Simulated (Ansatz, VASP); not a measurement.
# Na (linear Na chain) in two plane-wave programs

Wanted: the spread between two codes on one cell, functional and k mesh. The structure shown is the end of the Ansatz relaxation below. Other levels of theory on this material are compared in a session of their own.

Program: Ansatz 0.2.0. Level of theory: plane waves, with VASP 6.6.1 beside it; PBEsol and r2SCAN. Results are calculated unless marked as measured.

**1. The structure**

The cell holds 1 atom: 1 Na. Cell: a = 7.500 Å, b = 7.500 Å, c = 3.370 Å, α = 90.0°, β = 90.0°, γ = 90.0°. Vacuum lies along a and b. The structure's axis is c.

**2. Ansatz: relaxation, PBEsol**

Ansatz runs on its default PAW (the set named soft_2) files.

This run makes the geometry at which the two programs are then compared.

input.yaml reads:

```yaml
crystal:
  lattice:
    - [7.5, 0.0, 0.0]
    - [0.0, 7.5, 0.0]
    - [0.0, 0.0, 3.0876]
  atoms:
    - { symbol: Na, position: [0.5, 0.5, 0.0], spin: 0.5 }
magnetization:
  spin_polarized: true
kpoints:
  mp_grid: { grid: [1, 1, 26] }
scf:
  occupations: { method: fermi_dirac, width: 0.05 }
hamiltonian:
  xc: pbesol
relax:
  cell: { fix: [a, b, alpha, beta, gamma] }
  max_steps: 60
```

On the command line:

```sh
$ ansatz run input.yaml --threads 4 --pin off --max-ram 8192MiB --backend cpu --events-out ev --progress --plain --runs-dir out
```

Numbers of over 12 decimals in the logs are rounded to 6 here.

The program printed:

```text
Engine: ansatz 0.2.0, x86_64-unknown-linux-gnu
Pseudopotentials: kind: paw
Pseudopotential: Na, paw, valence charge 9, recommended cutoff 420 eV (normal), Na.paw.azcp
Functional definition: PBEsol
  exchange = pbesol_x
  correlation = pbesol_c
Crystal: 1 atoms, lattice volume = 173.678 Å³
Basis set: ecut = 420 eV, 3395 PW (Γ), exchange–correlation on 108×108×48 points (8 copies of the dense FFT grid, shifted against one another)
Bands: 9, of which v1, the nominal top of the filled ones, is band 5 counted from 1 (4 counted from 0)
Symmetry: 16 space group operations
Space group: P4/mmm (ITA 123), of the structure as read, at distance tolerance 5.6e-5 Å
Magnetic group: BNS 123.339 (UNI 999), of the structure as read, at distance tolerance 5.6e-5 Å
k-points: 14 of 26
Non-local potential: Na, projectors of the file, l = 0: 3, l = 1: 2, l = 2: 1
PAW form: soft (Blöchl's): semilocal exchange-correlation on the pseudo side does not see the compensation charge
PAW frozen core: Na, regenerated for the run's functional, and the local potential with it (the file was generated under x = pbe(κ = 0.804, μ = 0.219515), c = pbe(β = 0.066725))
PAW one-centre angular grid: Na, 110 points (default); XC on 64 Gauss nodes
Initial density: superposition of atomic densities (neutral atoms: chi_scale 0, normalization atom)
Starting moments: Σ|m| = 0.5 μB on 1 of 1 site
Initial wavefunctions: pseudopotential atomic-orbital guess
Functional: x = pbesol(κ = 0.804, μ = 0.123457), c = pbesol(β = 0.046)
iter 1 solved again at ethr=1.15e-4 eV; its pass at ethr=3.10e-3 eV (dr2=1.03e-2 eV) is discarded
SCF iter   1: F=—  HF=-1475.214006 eV  |F-HF|=—  |Δ(HF+E_count)|=         —  Δρ=1.72e-2 (↑1.72e-2 ↓1.54e-2)  dr2=1.09e-2  dr2_m=4.23e-1  M=0.016 μB ∫|m|=0.032 μB  β_m=0.30  ethr=1.15e-4  ⟨swp⟩=1.1  Hψ=2028  notcnv=0
preconditioner: auto → none  [insulator: Δε(μ)=0.201 eV  Ē_g=4.095 eV  σ=0.050 eV  W_gap=0.76  n_scr=8 (ndim 8)  ℏωp=2.8 eV  f_vac=0.529  D(μ)=0.37/eV (n_scr^D=0)  ε∞_Penn≈1.5]
SCF iter   2: F=—  HF=-1475.262788 eV  |F-HF|=—  |Δ(HF+E_count)|=   4.88e-2  Δρ=1.20e-2 (↑1.20e-2 ↓1.12e-2)  dr2=4.71e-3  dr2_m=2.14e-1  M=0.011 μB ∫|m|=0.024 μB  β_m=0.30  ethr=1.15e-4  ⟨swp⟩=2.1  Hψ=392  notcnv=0
SCF iter   3: F=—  HF=-1475.289550 eV  |F-HF|=—  |Δ(HF+E_count)|=   2.68e-2  Δρ=8.44e-3 (↑8.09e-3 ↓8.44e-3)  dr2=3.62e-4  dr2_m=1.09e-1  M=0.008 μB ∫|m|=0.017 μB  β_m=0.30  ethr=5.23e-5  ⟨swp⟩=2.0  Hψ=443  notcnv=0
SCF iter   4: F=—  HF=-1475.301945 eV  |F-HF|=—  |Δ(HF+E_count)|=   1.24e-2  Δρ=5.90e-3 (↑5.86e-3 ↓5.90e-3)  dr2=1.08e-5  dr2_m=5.51e-2  M=0.006 μB ∫|m|=0.013 μB  β_m=0.30  ethr=4.02e-6  ⟨swp⟩=2.0  Hψ=400  notcnv=0
SCF iter   5: F=—  HF=-1475.308101 eV  |F-HF|=—  |Δ(HF+E_count)|=   6.16e-3  Δρ=4.19e-3 (↑4.19e-3 ↓4.19e-3)  dr2=4.52e-6  dr2_m=2.80e-2  M=0.004 μB ∫|m|=0.010 μB  β_m=0.30  ethr=1.20e-7  ⟨swp⟩=2.0  Hψ=381  notcnv=0
SCF iter   6: F=—  HF=-1475.311220 eV  |F-HF|=—  |Δ(HF+E_count)|=   3.12e-3  Δρ=2.99e-3 (↑2.99e-3 ↓2.99e-3)  dr2=1.29e-7  dr2_m=1.42e-2  M=0.003 μB ∫|m|=0.007 μB  β_m=0.30  ethr=5.03e-8  ⟨swp⟩=2.0  Hψ=381  notcnv=0
Mixer restart at iter 6: flushing history
spin-set hold released at iteration 6 (site moments contracting): the magnetisation degrees of freedom join the quasi-Newton model from the next iteration; the mixer history was flushed
SCF iter   7: F=—  HF=-1475.312796 eV  |F-HF|=—  |Δ(HF+E_count)|=   1.58e-3  Δρ=2.13e-3 (↑2.13e-3 ↓2.13e-3)  dr2=7.36e-8  dr2_m=7.25e-3  M=0.002 μB ∫|m|=0.005 μB  β_m=0.65  ethr=1.44e-9  ⟨swp⟩=3.0  Hψ=498  notcnv=0
SCF iter   8: F=—  HF=-1475.314431 eV  |F-HF|=—  |Δ(HF+E_count)|=   1.63e-3  Δρ=2.41e-5 (↑2.41e-5 ↓2.36e-5)  dr2=4.68e-9  dr2_m=9.04e-7  M=0.000 μB ∫|m|=0.000 μB  β_m=0.82  ethr=8.17e-10  ⟨swp⟩=3.0  Hψ=509  notcnv=0
[...]
preconditioner: auto → none  [insulator: Δε(μ)=0.255 eV  Ē_g=3.830 eV  σ=0.050 eV  W_gap=0.85  n_scr=8 (ndim 8)  ℏωp=2.7 eV  f_vac=0.530  D(μ)=0.42/eV (n_scr^D=0)  ε∞_Penn≈1.5]
[...]
the starting moments were not kept: the SCF closed with an absolute magnetisation of 1.4e-6 μB, where they sum to 0.5 μB in size (1 site). That is at most 0.1 of that sum. Measured as dr2_m measures the in/out step, that magnetisation stands 1.5e-13 eV from none, at or under the dr2_threshold of 1.0e-11 eV: it is no larger than a step whose dr2_m would equal this threshold.
SCF 5 converged in 6 iterations: F = -1475.340462 eV  dr2 = 4.00e-13
relax step   5: F+E_penalty+E_count = -1475.34046160 eV  Δ(F+E_penalty+E_count) = -9.833e-5 eV  max|allowed force component| = 0.000e0 eV/Å  Δτ_max = 0.0000 Å  P = -0.260 GPa  Ω = 189.559 Å³  energy of the carried Pulay correction = -2.356e-5 eV  fix = [a, b, alpha, beta, gamma]  reactions: a -0.391, b -0.391 GPa  (6 SCF iters, accepted)
Initial wavefunctions: pseudopotential atomic-orbital guess (no wavefunctions were taken with the density)
[...]
preconditioner: auto → none  [insulator: Δε(μ)=0.255 eV  Ē_g=3.828 eV  σ=0.050 eV  W_gap=0.86  n_scr=8 (ndim 8)  ℏωp=2.7 eV  f_vac=0.529  D(μ)=0.42/eV (n_scr^D=0)  ε∞_Penn≈1.5]
[...]
SCF iter   9: F=—  HF=-1475.340726 eV  |F-HF|=—  |Δ(HF+E_count)|=   6.03e-7  Δρ=4.56e-7 (↑4.56e-7 ↓4.55e-7)  dr2=1.74e-8  dr2_m=2.82e-15  M=-0.000 μB ∫|m|=0.000 μB  β_m=0.95  ethr=3.33e-10  ⟨swp⟩=1.9  Hψ=276  notcnv=0
SCF iter  10: F=—  HF=-1475.340726 eV  |F-HF|=—  |Δ(HF+E_count)|=   6.68e-8  Δρ=3.22e-7 (↑3.22e-7 ↓3.22e-7)  dr2=8.13e-9  dr2_m=1.09e-15  M=-0.000 μB ∫|m|=0.000 μB  β_m=0.97  ethr=1.93e-10  ⟨swp⟩=1.6  Hψ=270  notcnv=0
SCF iter  11: F=—  HF=-1475.340726 eV  |F-HF|=—  |Δ(HF+E_count)|=   1.02e-7  Δρ=3.95e-8 (↑3.93e-8 ↓3.95e-8)  dr2=6.28e-11  dr2_m=5.47e-15  M=-0.000 μB ∫|m|=0.000 μB  β_m=0.97  ethr=9.03e-11  ⟨swp⟩=1.9  Hψ=276  notcnv=0
SCF iter  12: F=—  HF=-1475.340715 eV  |F-HF|=—  |Δ(HF+E_count)|=   1.07e-5  Δρ=6.13e-7 (↑6.13e-7 ↓6.13e-7)  dr2=7.46e-9  dr2_m=3.34e-17  M=-0.000 μB ∫|m|=0.000 μB  β_m=0.97  ethr=1.00e-12  ⟨swp⟩=4.3  Hψ=582  notcnv=0
SCF iter  13: F=—  HF=-1475.340715 eV  |F-HF|=—  |Δ(HF+E_count)|=  6.13e-10  Δρ=6.15e-7 (↑6.15e-7 ↓6.15e-7)  dr2=7.75e-9  dr2_m=2.71e-17  M=-0.000 μB ∫|m|=0.000 μB  β_m=0.83  ethr=1.00e-12  ⟨swp⟩=1.5  Hψ=266  notcnv=0
SCF iter  14: F=—  HF=-1475.340715 eV  |F-HF|=—  |Δ(HF+E_count)|=   5.73e-9  Δρ=5.99e-7 (↑5.99e-7 ↓5.99e-7)  dr2=6.94e-9  dr2_m=3.11e-16  M=-0.000 μB ∫|m|=0.000 μB  β_m=0.62  ethr=1.00e-12  ⟨swp⟩=1.6  Hψ=270  notcnv=0
SCF iter  15: F=—  HF=-1475.340715 eV  |F-HF|=—  |Δ(HF+E_count)|=   2.13e-8  Δρ=6.38e-7 (↑6.38e-7 ↓6.38e-7)  dr2=8.07e-9  dr2_m=2.63e-16  M=-0.000 μB ∫|m|=0.000 μB  β_m=0.37  ethr=1.00e-12  ⟨swp⟩=1.6  Hψ=270  notcnv=0
SCF iter  16: F=—  HF=-1475.340715 eV  |F-HF|=—  |Δ(HF+E_count)|=   1.05e-7  Δρ=4.18e-7 (↑4.18e-7 ↓4.18e-7)  dr2=3.35e-9  dr2_m=3.38e-16  M=-0.000 μB ∫|m|=0.000 μB  β_m=0.32  ethr=1.00e-12  ⟨swp⟩=3.0  Hψ=372  notcnv=0
SCF iter  17: F=—  HF=-1475.340715 eV  |F-HF|=—  |Δ(HF+E_count)|=   7.14e-8  Δρ=6.97e-8 (↑6.97e-8 ↓6.96e-8)  dr2=1.40e-11  dr2_m=2.56e-15  M=0.000 μB ∫|m|=0.000 μB  β_m=0.66  ethr=1.00e-12  ⟨swp⟩=2.6  Hψ=372  notcnv=0
SCF iter  18: F=-1475.340715 eV  HF=-1475.340715 eV  |F-HF|=1.64e-9  |Δ(HF+E_count)|=   1.13e-8  Δρ=2.22e-8 (↑2.22e-8 ↓2.22e-8)  dr2=5.82e-13  dr2_m=4.12e-16  M=0.000 μB ∫|m|=0.000 μB  ethr=1.00e-12  ⟨swp⟩=4.8  Hψ=742  notcnv=0
the starting moments were not kept: the SCF closed with an absolute magnetisation of 2.5e-9 μB, where they sum to 0.5 μB in size (1 site). That is at most 0.1 of that sum. Measured as dr2_m measures the in/out step, that magnetisation stands 2.8e-18 eV from none, at or under the dr2_threshold of 1.0e-11 eV: it is no larger than a step whose dr2_m would equal this threshold.
SCF 6 converged in 18 iterations: F = -1475.340715 eV  dr2 = 5.82e-13
relax step   6: F+E_penalty+E_count = -1475.34071535 eV  Δ(F+E_penalty+E_count) = -2.538e-4 eV  max|allowed force component| = 0.000e0 eV/Å  Δτ_max = 0.0000 Å  P = -0.256 GPa  Ω = 189.559 Å³  fix = [a, b, alpha, beta, gamma]  reactions: a -0.390, b -0.390 GPa  stress off target by 1.21e-2 GPa on what of the cell is left free  SCF on the basis re-selected at this cell (its energy is not comparable with the rows above)  (18 SCF iters)
basis re-selected at this cell: Δ(F+E_penalty+E_count) = -2.538e-4 eV, ΔP = +0.004 GPa vs the last step (what re-selecting the basis moved, of the pressure what is left beyond the Pulay correction that the steps carried, after the strain that the cell walked since its last selection, with what the two solves' SCF thresholds leave and, on support functions, any second-order correction that the steps lacked; it is no measure of the basis error at this ecutwfc). This SCF's stress stands 1.21e-2 GPa from its target on what of the cell is left free (relax.cell.stress_tol is 5.00e-2 GPa) and its largest allowed force component is 0.00e0 eV/Å (relax.f_tol is 1.00e-2 eV/Å): [rest of the remark cut]
SCF converged after 18 iterations
Magnetization: 0.0000 μB (4.5000 up, 4.5000 down)
Absolute magnetization: 0.0000 μB (∫|ρ↑−ρ↓|, with the PAW one-centre terms)
Spin contamination: 0.0000 ħ² per cell (⟨S²⟩ above its minimum at these occupations)
Per-site moments (μB) at R_I (Å): [(3.082337733804274e-10, 1.390098)]
Free energy (F): -1475.340715 eV
Harris-Foulkes:  -1475.340715 eV  (|F-HF|=1.64e-9)
Internal energy: -1475.336643 eV  (E = F + TS)
E sigma→0 (E₀):  -1475.338679 eV
Entropy (-TS):   -0.004072 eV (-4.072 meV/atom)
Fermi energy:    -2.222723 eV
--- Per-component energies (eV) ---
  E_band       = -279.220809
  E_kinetic    = 119.308954
  E_local      = -1979.291709  (includes V_loc(G=0)·N_el)
  E_nonlocal   = 115.769567
  E_hartree    = 775.787352
  E_xc         = -36.622578
  E_vxc        = -47.317849  (∫ρ·V_xc dr)
  E_paw        = -253.520850  (= ΣΔE_a)
  E_vpaw       = -39.264438  (= ΣTr[D̂ρ^β])
  E_aug_tail   = -0.000026  (compensation charges beyond the density's cutoff)
  E_ewald      = -216.822046
  E_core_change = 0.054694  (= ΣΔE_core)
  E_smearing   = -0.004072  (= −TS)
  E_closure    = -0.000000  (closes the sum)
  Σ components = -1475.340715   (vs F -1475.340715, Δ=0.00e0)
--- Forces (eV/Å), atoms counted from 1 ---
  atom   1  Na     0.00000000    -0.00000000     0.00000000
  max |Σ_I F_I| component: 1.26e-29 eV/Å
--- Stress (GPa, compression-positive) ---
       -0.390072       0.000000       0.000000
        0.000000      -0.390072       0.000000
        0.000000       0.000000       0.012093
  P = ⅓ Tr σ = -0.2560 GPa (-2.560 kbar)
--- Relaxed structure (5 steps of the walk, 5 accepted, 1 SCFs on fresh bases) ---
  F+E_penalty+E_count = -1475.34071535 eV   max|allowed force component| = 0.000e0 eV/Å   (the final SCF, on the basis selected at the relaxed cell)
  cell:  # Å, volume = 189.5588 Å³
    - [7.5, 0.0, 0.0]
    - [0.0, 7.5, 0.0]
    - [0.0, 0.0, 3.369934]
  atoms:
    - { symbol: Na, position: [0.5, 0.5, 0.0] }
```

Reading the cycles: dr2 is the Hartree energy of the density residual (eV), the measure of convergence; HF is the Harris–Foulkes estimate of the energy, which meets the free energy F at convergence.

**3. VASP: single point, PBEsol**

The same cell, functional, mesh and smearing now go to VASP, with its own data sets.

Lines of VASP's logs that name or quote its potential files are left out, and so is its time.

INCAR reads:

```
SYSTEM = Na
PREC = Accurate
ENCUT = 500
EDIFF = 1E-06
NELM = 200
ISMEAR = -1
SIGMA = 0.05
LREAL = .FALSE.
ALGO = Normal
GGA = PS
NBANDS = 10
ISPIN = 2
MAGMOM = 0
LORBIT = 11
LWAVE = .FALSE.
LCHARG = .FALSE.
ISIF = 2
LASPH = .TRUE.
GGA_COMPAT = .FALSE.
KPAR = 2
```

POSCAR reads:

```
Na
1.0
    7.5000000000      0.0000000000      0.0000000000
    0.0000000000      7.5000000000      0.0000000000
    0.0000000000      0.0000000000      3.3699338359
Na
1
Direct
    0.5000000000      0.5000000000      0.0000000000
```

KPOINTS reads:

```
Automatic mesh
0
Gamma
1 1 26
0 0 0
```

Potentials, in the order of the species: Na_pv (PBE family, release 64).

On the command line:

```sh
$ mpirun -np 2 vasp_std
```

The program printed:

```text
[banner, memory and clock lines left out]
running    2 mpi-ranks, on    1 nodes
 distrk:  each k-point on    1 cores,    2 groups
 distr:  one band on    1 cores,    1 groups

 POSCAR found type information on POSCAR Na
 POSCAR found :  1 types and       1 ions
|                                                                             |
|               ----> ADVICE to this user running VASP <----                  |
|                                                                             |
|     You enforced a specific xc type in the INCAR file but a different       |
|     [... a line on the potential file left out ...]
|     I HOPE YOU KNOW WHAT YOU ARE DOING!                                     |
|                                                                             |

 LDA part: xc-table for (Slater+PW92), standard interpolation
 POSCAR, INCAR and KPOINTS ok, starting setup
 FFT: planning ... GRIDC
 FFT: planning ... GRID_SOFT
 FFT: planning ... GRID
 WAVECAR not read
 entering main loop
       N       E                     dE             d eps       ncg     rms          rms(c)
DAV:   1     0.113672776049E+02    0.11367E+02   -0.32463E+03   744   0.408E+02
DAV:   2    -0.509934998008E+00   -0.11877E+02   -0.11844E+02   622   0.911E+01
DAV:   3    -0.859349502046E+00   -0.34941E+00   -0.34928E+00   638   0.176E+01
DAV:   4    -0.864635502643E+00   -0.52860E-02   -0.52858E-02   658   0.208E+00
DAV:   5    -0.864782799961E+00   -0.14730E-03   -0.14730E-03   632   0.369E-01    0.219E-01
DAV:   6    -0.867534138296E+00   -0.27513E-02   -0.22835E-03   608   0.553E-01    0.140E-01
DAV:   7    -0.870855847592E+00   -0.33217E-02   -0.42679E-03   578   0.513E-01    0.420E-02
DAV:   8    -0.871191062066E+00   -0.33521E-03   -0.66574E-04   596   0.256E-01    0.598E-03
DAV:   9    -0.871253414763E+00   -0.62353E-04   -0.70348E-05   590   0.379E-02    0.411E-03
DAV:  10    -0.871268922518E+00   -0.15508E-04   -0.14762E-05   592   0.885E-03    0.195E-03
DAV:  11    -0.871274046455E+00   -0.51239E-05   -0.38578E-06   594   0.771E-03    0.161E-03
DAV:  12    -0.871279993721E+00   -0.59473E-05   -0.12841E-05   572   0.634E-03    0.621E-04
DAV:  13    -0.871280576566E+00   -0.58284E-06   -0.52347E-07   600   0.217E-03
   1 F= -.87128058E+00 E0= -.86924725E+00  d E =-.406665E-02  mag=     0.0000
```

[end of part 1 of 2]

[Lines on the potential files, build, host, timing and source positions are cut from VASP's logs without a mark.]

[Logs are printed without paths, hosts, clocks, repeated set-up lines and the standing remarks that a program may print on its own settings, such as how far it seeks lower states.]

[Hosts, paths, dates, database ids (printed as entryN), source tags and the programs' standing remarks are cut or masked in the printed files.]
